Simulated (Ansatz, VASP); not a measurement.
# TiSi2 in two plane-wave programs

One calculation is typed for both programs; each brings its own data sets and cutoff. How far apart do they land?

Program: Ansatz 0.2.0. Level of theory: plane waves, with VASP 6.6.1 beside it; single point at PBE. Results are calculated unless marked as measured.

## Step 1: Starting point

The structure is orthorhombic, space group Fddd (No. 70). Conventional cell: a = 4.779 Å, b = 8.235 Å, c = 8.526 Å, α = 90.00°, β = 90.00°, γ = 90.00°. Nearest to Ti lie 10 Si at 2.55 to 2.78 Å. Nearest to Si lie 5 Si at 2.52 to 2.79 Å and 5 Ti at 2.55 to 2.78 Å. Farther neighbours are not listed.

## Step 2: Ansatz: single point, PBE

Ansatz runs on its default PAW (the set named soft_2) files.

A single point gives forces, pressure and levels at one fixed geometry, so differences don't come from the geometry; what else differs is listed under the comparison.

The input, input.yaml:

```yaml
crystal:
  lattice:
    - [0.0, 4.1175163063, 4.2628978354]
    - [2.3895119538, 0.0, 4.2628978354]
    - [2.3895119538, 4.1175163063, 0.0]
  atoms:
    - { symbol: Ti, position: [0.75, 0.75, 0.75] }
    - { symbol: Ti, position: [0.5, 0.5, 0.5] }
    - { symbol: Si, position: [0.41256561, 0.08743439, 0.41256561] }
    - { symbol: Si, position: [0.08743439, 0.41256561, 0.08743439] }
    - { symbol: Si, position: [0.16256561, 0.83743439, 0.16256561] }
    - { symbol: Si, position: [0.83743439, 0.16256561, 0.83743439] }
hamiltonian:
  xc: pbe
  pseudopotentials: { kind: paw }
kpoints:
  mp_grid: { grid: [7, 7, 7] }
scf:
  occupations: { method: fermi_dirac, width: 0.05 }
  n_extra_bands: 5
output:
  forces: true
  stress: true
  eigenvalues: true
  write_density: true
  write_potential: true
  elf: true
  volumetric_format: npy
```

On the command line:

```sh
$ ansatz run input.yaml --threads 4 --pin off --max-ram 9216MiB --backend cpu --events-out ev --progress --plain --runs-dir out
```

Numbers of over 12 decimals in the logs are rounded to 6 here.

Log:

```text
scf.n_extra_bands = 5 over 20 filled bands (N_el = 40.0): the run solves 25 bands
Engine: ansatz 0.2.0, aarch64-unknown-linux-gnu
Pseudopotentials: kind: paw
Pseudopotential: Ti, paw, valence charge 12, recommended cutoff 420 eV (normal), Ti.paw.azcp
Pseudopotential: Si, paw, valence charge 4, recommended cutoff 420 eV (normal), Si.paw.azcp
Functional definition: PBE
  parameter kappa = 0.804
  parameter beta = 0.066725
  exchange = pbe_x(kappa = kappa, mu = beta*pi^2/3)
  correlation = pbe_c(beta = beta)
Crystal: 6 atoms, lattice volume = 83.884 Å³
Basis set: ecut = 420 eV, 1617 PW (Γ), exchange–correlation on 80×72×64 points (8 copies of the dense FFT grid, shifted against one another)
Bands: 25, of which v1, the nominal top of the filled ones, is band 20 counted from 1 (19 counted from 0)
Symmetry: 8 space group operations
Space group: Fddd (ITA 70), of the structure as read, at distance tolerance 4.4e-5 Å
k-points: 64 of 343
Non-local potential: Ti, projectors of the file, l = 0: 3, l = 1: 2, l = 2: 3, l = 3: 1
Non-local potential: Si, projectors of the file, l = 0: 2, l = 1: 2, l = 2: 2
PAW form: soft (Blöchl's): semilocal exchange-correlation on the pseudo side does not see the compensation charge
PAW one-centre angular grid: Ti, 590 points (default); XC on 64 Gauss nodes
PAW one-centre angular grid: Si, 110 points (default); XC on 64 Gauss nodes
Initial density: superposition of atomic densities (neutral atoms: chi_scale 0, normalization atom), corrected by the library's trained network
Initial wavefunctions: pseudopotential atomic-orbital guess
Functional: x = pbe(κ = 0.804, μ = 0.219515), c = pbe(β = 0.066725)
SCF iter   1: F=—  HF=-7545.916367 eV  |F-HF|=—  |Δ(HF+E_count)|=         —  Δρ=4.26e-3  dr2=2.18e-2  ethr=1.77e-3  ⟨swp⟩=6.5  Hψ=8198  notcnv=0
preconditioner: auto → Kerker (q_TF=auto, 2.412 Å⁻¹)  [metal: Δε(μ)=0.004 eV  Ē_g=6.175 eV  σ=0.050 eV  W_gap=0.02  n_scr=16 (ndim 8)  ℏωp=19.9 eV  f_vac=0.000  D(μ)=2.40/eV (n_scr^D=16)]
SCF iter   2: F=—  HF=-7545.913778 eV  |F-HF|=—  |Δ(HF+E_count)|=   2.59e-3  Δρ=1.94e-3  dr2=3.73e-3  ethr=5.45e-5  ⟨swp⟩=2.0  Hψ=2469  notcnv=0
SCF iter   3: F=—  HF=-7545.913471 eV  |F-HF|=—  |Δ(HF+E_count)|=   3.07e-4  Δρ=6.37e-4  dr2=4.32e-4  ethr=9.32e-6  ⟨swp⟩=2.5  Hψ=2308  notcnv=0
SCF iter   4: F=—  HF=-7545.913411 eV  |F-HF|=—  |Δ(HF+E_count)|=   6.00e-5  Δρ=1.05e-4  dr2=9.21e-6  ethr=1.08e-6  ⟨swp⟩=2.0  Hψ=2291  notcnv=0
SCF iter   5: F=—  HF=-7545.913404 eV  |F-HF|=—  |Δ(HF+E_count)|=   6.46e-6  Δρ=1.98e-5  dr2=2.15e-7  ethr=2.30e-8  ⟨swp⟩=2.0  Hψ=2277  notcnv=0
SCF iter   6: F=-7545.913404 eV  HF=-7545.913404 eV  |F-HF|=5.28e-9  |Δ(HF+E_count)|=   4.44e-8  Δρ=3.01e-6  dr2=8.16e-9  ethr=2.50e-10  ⟨swp⟩=8.9  Hψ=9876  notcnv=0
SCF 1 converged in 6 iterations: F = -7545.913404 eV  dr2 = 8.16e-9
  greatest PAW one-centre occupation: 0.999 electrons in one spin orbital (limit 2), on the Ti atom at site 1 (counted from 0), in its partial waves of l = 0
SCF converged after 6 iterations
Free energy (F): -7545.913404 eV
Harris-Foulkes:  -7545.913404 eV  (|F-HF|=5.28e-9)
Internal energy: -7545.893222 eV  (E = F + TS)
E sigma→0 (E₀):  -7545.903313 eV
Entropy (-TS):   -0.020182 eV (-3.364 meV/atom)
Fermi energy:    12.636513 eV
--- Per-component energies (eV) ---
  E_band       = -213.423676
  E_kinetic    = 720.028625
  E_local      = -2024.486955  (includes V_loc(G=0)·N_el)
  E_nonlocal   = 117.061992
  E_hartree    = 883.905130
  E_xc         = -423.673695
  E_vxc        = -441.763706  (∫ρ·V_xc dr)
  E_paw        = -4146.216735  (= ΣΔE_a)
  E_vpaw       = -352.070067  (= ΣTr[D̂ρ^β])
  E_aug_tail   = 0.000245  (compensation charges beyond the density's cutoff)
  E_ewald      = -2672.511829
  E_smearing   = -0.020182  (= −TS)
  E_closure    = 0.000000  (closes the sum)
  Σ components = -7545.913404   (vs F -7545.913404, Δ=0.00e0)
--- Forces (eV/Å), atoms counted from 1 ---
  atom   1  Ti    -0.00000000     0.00000000    -0.00000000
  atom   2  Ti     0.00000000    -0.00000000     0.00000000
  atom   3  Si     0.00000000     0.02041021    -0.00000000
  atom   4  Si     0.00000000    -0.02041021     0.00000000
  atom   5  Si     0.00000000     0.02041021    -0.00000000
  atom   6  Si     0.00000000    -0.02041021     0.00000000
  max |Σ_I F_I| component: 1.39e-17 eV/Å
--- Stress (GPa, compression-positive) ---
        2.371894      -0.000000      -0.000000
       -0.000000       0.813886       0.000000
       -0.000000       0.000000       3.028556
  P = ⅓ Tr σ = 2.0714 GPa (20.714 kbar)
--- Band table (eV; the first three rows and the last of 64) ---
  k-point 0: bands = [... 16 lower, 10.3647, 10.5675, 10.8572, 11.2854, 11.7076, 14.7198, 15.7773, 15.9870, ... 1 higher]
  k-point 1: bands = [... 16 lower, 10.4903, 10.5821, 11.3616, 11.4587, 11.6939, 14.5115, 15.5950, 15.6662, ... 1 higher]
  k-point 2: bands = [... 16 lower, 10.8842, 11.3060, 11.5582, 11.8964, 12.4833, 13.9859, 15.1722, 15.2493, ... 1 higher]
  k-point 63: bands = [... 16 lower, 10.9661, 11.1725, 11.6184, 11.6574, 13.5404, 13.6119, 14.7388, 15.2937, ... 1 higher]
```

It took 2.8 s on 4 threads of Arm Neoverse V2, shared host; peak memory 0.46 GiB.

The run ends at a pressure of 2.07 GPa, with forces up to 0.020 eV/Å.

## Step 3: VASP: single point, PBE

The same cell, functional, mesh and smearing now go to VASP, with its own data sets and cutoff.

Lines of VASP's logs that name or quote its potential files are left out, and so is its time.

The input, INCAR:

```
SYSTEM = TiSi2
PREC = Accurate
ENCUT = 400
EDIFF = 1E-06
NELM = 100
ISMEAR = -1
SIGMA = 0.05
LREAL = .FALSE.
ALGO = Normal
GGA = PE
NBANDS = 26
LORBIT = 11
LWAVE = .FALSE.
LCHARG = .TRUE.
ISIF = 2
LELF = .TRUE.
LVHAR = .TRUE.
```

The input, POSCAR:

```
TiSi2
1.0
    0.0000000000      4.1175163063      4.2628978354
    2.3895119538      0.0000000000      4.2628978354
    2.3895119538      4.1175163063      0.0000000000
Ti Si
2 4
Direct
    0.7500000000      0.7500000000      0.7500000000
    0.5000000000      0.5000000000      0.5000000000
    0.4125656100      0.0874343900      0.4125656100
    0.0874343900      0.4125656100      0.0874343900
    0.1625656100      0.8374343900      0.1625656100
    0.8374343900      0.1625656100      0.8374343900
```

The input, KPOINTS:

```
Automatic mesh
0
Gamma
7 7 7
0 0 0
```

Potentials, in the order of the species: Ti_sv and Si (PBE family, release 64).

On the command line:

```sh
$ mpirun -np 2 vasp_std
```

Log:

```text
[banner, memory and clock lines left out]
running    2 mpi-ranks, on    1 nodes
 distrk:  each k-point on    2 cores,    1 groups
 distr:  one band on    1 cores,    2 groups

 POSCAR found type information on POSCAR TiSi
 POSCAR found :  2 types and       6 ions
 LDA part: xc-table for (Slater+PW92), standard interpolation
 POSCAR, INCAR and KPOINTS ok, starting setup
 FFT: planning ... GRIDC
 FFT: planning ... GRID_SOFT
 FFT: planning ... GRID
 WAVECAR not read
 entering main loop
       N       E                     dE             d eps       ncg     rms          rms(c)
DAV:   1     0.345541242312E+03    0.34554E+03   -0.16569E+04  3328   0.137E+03
DAV:   2     0.441244645371E+00   -0.34510E+03   -0.33918E+03  3340   0.419E+02
DAV:   3    -0.412579078724E+02   -0.41699E+02   -0.40959E+02  5924   0.121E+02
DAV:   4    -0.441476411612E+02   -0.28897E+01   -0.28812E+01  4544   0.297E+01
DAV:   5    -0.443242914281E+02   -0.17665E+00   -0.17662E+00  5316   0.640E+00    0.186E+01
DAV:   6    -0.413611704541E+02    0.29631E+01   -0.40479E+01  4786   0.451E+01    0.702E+00
DAV:   7    -0.407556411238E+02    0.60553E+00   -0.81523E+00  4520   0.204E+01    0.509E+00
DAV:   8    -0.406933518964E+02    0.62289E-01   -0.84038E-01  4642   0.722E+00    0.120E+00
DAV:   9    -0.406810856193E+02    0.12266E-01   -0.15867E-01  4758   0.325E+00    0.496E-01
DAV:  10    -0.406817186745E+02   -0.63306E-03   -0.45812E-03  4446   0.554E-01    0.199E-01
DAV:  11    -0.406816116895E+02    0.10699E-03   -0.37941E-03  5244   0.457E-01    0.125E-01
DAV:  12    -0.406815489342E+02    0.62755E-04   -0.82209E-04  4886   0.216E-01    0.140E-02
DAV:  13    -0.406815470534E+02    0.18808E-05   -0.30728E-05  4566   0.496E-02    0.143E-02
DAV:  14    -0.406815458201E+02    0.12333E-05   -0.22408E-06  3614   0.126E-02    0.293E-03
DAV:  15    -0.406815455744E+02    0.24570E-06   -0.82585E-07  2558   0.677E-03
   1 F= -.40681546E+02 E0= -.40671439E+02  d E =-.202129E-01
```

Parts of OUTCAR (step 3):

```text
ion  position               nearest neighbor table
   1  0.750  0.750  0.750-   6 2.55   5 2.55   6 2.55   5 2.55   3 2.74   3 2.74   4 2.74   4 2.74
                             3 2.78   4 2.78
   2  0.500  0.500  0.500-   4 2.55   3 2.55   4 2.55   3 2.55   5 2.74   5 2.74   6 2.74   6 2.74
                             5 2.78   6 2.78
   3  0.413  0.087  0.413-   6 2.52   6 2.52   2 2.55   2 2.55   4 2.68   1 2.74   1 2.74   1 2.78
                             4 2.79   4 2.79
   4  0.087  0.413  0.087-   5 2.52   5 2.52   2 2.55   2 2.55   3 2.68   1 2.74   1 2.74   1 2.78
                             3 2.79   3 2.79
   5  0.163  0.837  0.163-   4 2.52   4 2.52   1 2.55   1 2.55   6 2.68   2 2.74   2 2.74   2 2.78
                             6 2.79   6 2.79
   6  0.837  0.163  0.837-   3 2.52   3 2.52   1 2.55   1 2.55   5 2.68   2 2.74   2 2.74   2 2.78
                             5 2.79   5 2.79

  LATTYP: Found a face centered orthorhombic cell.
 ALAT       =     4.7790239076
 B/A-ratio  =     1.7231620456
 C/A-ratio  =     1.7840035613

 Subroutine GETGRP returns: Found  8 space group operations
 (whereof  4 operations were pure point group operations)

The static configuration has the point symmetry D_2 .
 The point group associated with its full space group is D_2h.

 Found     64 irreducible k-points:

   k-points           NKPTS =     64   k-points in BZ     NKDIM =     64   number of bands    NBANDS=     26

   dimension x,y,z NGX =    40 NGY =   32 NGZ =   32
   dimension x,y,z NGXF=    80 NGYF=   64 NGZF=   64

   ENCUT  =  400.0 eV  29.40 Ry    5.42 a.u.   9.67  7.97  7.76*2*pi/ulx,y,z

   NELECT =      40.0000    total number of electrons

 k-points in reciprocal lattice and weights: Automatic mesh
   0.00000000  0.00000000  0.00000000       0.003
   0.14285714  0.00000000  0.00000000       0.023
   0.28571429  0.00000000  0.00000000       0.023
   0.42857143  0.00000000  0.00000000       0.023
   0.14285714  0.14285714  0.00000000       0.006
   0.28571429  0.14285714  0.00000000       0.023
   0.42857143  0.14285714  0.00000000       0.023
  -0.42857143  0.14285714 -0.00000000       0.023
  -0.28571429  0.14285714 -0.00000000       0.023
[...]
0.00000000  0.42857143  0.42857143       0.006
  -0.14285714  0.42857143  0.42857143       0.012

 average (electrostatic) potential at core
       1 -70.0854       2 -70.0854       3 -79.0533       4 -79.0533       5 -79.0533
       6 -79.0533

 E-fermi :  10.1865

 k-point     1 :       0.0000    0.0000    0.0000
  band No.  band energies     occupation
    ...
     17       7.9168      2.00000
     18       8.1171      2.00000
     19       8.4078      2.00000
     20       8.8363      2.00000
     21       9.2598      2.00000
     22      12.2627      0.00000
     23      13.3212      0.00000
     24      13.5341      0.00000
     25      13.6426      0.00000
     26      13.7166      0.00000

 k-point     2 :       0.1429    0.0000    0.0000
  band No.  band energies     occupation
    ...
     17       8.0414      2.00000
     18       8.1330      2.00000
     19       8.9126      2.00000
     20       9.0097      2.00000
     21       9.2458      2.00000
     22      12.0553      0.00000
     23      13.1403      0.00000
     24      13.2098      0.00000
     25      13.4013      0.00000
     26      13.5423      0.00000

 k-point     3 :       0.2857    0.0000    0.0000
  band No.  band energies     occupation
    ...
     17       8.4355      2.00000
     18       8.8571      2.00000
     19       9.1094      2.00000
     20       9.4476      2.00000
     21      10.0336      1.91021
     22      11.5322      0.00000
     23      12.7179      0.00000
     24      12.7947      0.00000
     25      13.0154      0.00000
     26      13.0489      0.00000

  Total        1.0843066      0.2699608      1.4413652      0.0000000      0.0000000      0.0000000
  in kB       20.7101488      5.1562248     27.5299329      0.0000000      0.0000000      0.0000000
  external PRESSURE =      17.7987688 kB  Pullay stress =       0.0000000 kB

  energy-cutoff  :      400.00
  volume of cell :       83.88
      direct lattice vectors                 reciprocal lattice vectors
     0.000000000  4.117516306  4.262897835    -0.209247750  0.121432427  0.117291106
     2.389511954  0.000000000  4.262897835     0.209247750 -0.121432427  0.117291106
     2.389511954  4.117516306  0.000000000     0.209247750  0.121432427 -0.117291106

 POSITION                                       TOTAL-FORCE (eV/Angst)
 -----------------------------------------------------------------------------------
      3.58427      6.17627      6.39435        -0.000000     -0.000000      0.000000
      2.38951      4.11752      4.26290         0.000000     -0.000000     -0.000000
      1.19476      3.39749      2.13145         0.000000      0.019353     -0.000000
      1.19476      0.72003      2.13145         0.000000     -0.019353     -0.000000
      2.38951      1.33873      4.26290        -0.000000      0.019353     -0.000000
      2.38951      6.89630      4.26290        -0.000000     -0.019353     -0.000000
 -----------------------------------------------------------------------------------
    total drift:                               -0.000000     -0.000000      0.000000

  FREE ENERGIE OF THE ION-ELECTRON SYSTEM (eV)
  ---------------------------------------------------
  free  energy   TOTEN  =       -40.6815455744 eV

  energy  without entropy=      -40.6613327199  energy(sigma->0) =      -40.67143915

 total charge
# of ion       s       p       d       tot
------------------------------------------
    1        2.172   6.166   2.062  10.400
    2        2.172   6.166   2.062  10.400
    3        0.769   0.864   0.000   1.633
    4        0.769   0.864   0.000   1.633
    5        0.769   0.864   0.000   1.633
    6        0.769   0.864   0.000   1.633
--------------------------------------------------
tot          7.421  15.787   4.124  27.332

[... 3 further parts left out ...]
```

The run ends at a pressure of 1.78 GPa, with forces up to 0.019 eV/Å.

## Step 4: Comparison

Known differences besides the potentials themselves: the cutoff is 420 eV in Ansatz and 400 eV in VASP; VASP leaves aspherical gradient terms in its spheres out (LASPH is not set), Ansatz keeps them. Total energies have different zeros and are not compared.

Both answers:

| quantity | Ansatz | VASP | difference |
| --- | --- | --- | --- |
| pressure (GPa) | 2.07 | 1.78 | +0.29 |

## Step 5: Results

```yaml
difference_in_pressure_single_point_pbe: 0.29 GPa
```

In words: The difference in pressure is 0.29 GPa (single point, PBE), within the 1 GPa picked in this series as the mark of a large difference. Such differences can come from data sets, numerical settings and the points named under the comparisons, not from the functional's error against experiment.

[Lines on the potential files, build, host, timing and source positions are cut from VASP's logs without a mark.]

[Logs are printed without paths, hosts, clocks, repeated set-up lines and the standing remarks that a program may print on its own settings, such as how far it seeks lower states.]

[Hosts, paths, dates, database ids (printed as entryN), source tags and the programs' standing remarks are cut or masked in the printed files.]
